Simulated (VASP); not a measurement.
Input:

```
W
1.0
   -1.51543     1.57857     1.51543
    1.51543    -1.57857     1.51543
    1.51543     1.57857    -1.51543
W
1
Cartesian
  0.00000   0.00000   0.00000
```

Level of theory: PBEsol GGA, VASP's PBE PAW potentials (set 64) (plane waves; VASP). Settings: 480 eV cut-off, 16×16×16 Γ-centred mesh, first-order Methfessel-Paxton smearing of 0.10 eV, potentials W_sv.

Give the stress tensor in GPa (positive for a compressed cell).

```
36.88   0.00   0.00
 0.00  20.35   0.00
 0.00   0.00  36.88
```
The pressure is its mean diagonal, 31.37 GPa.

The compound is W in the bcc structure. This cell was strained or had an atom moved on purpose.
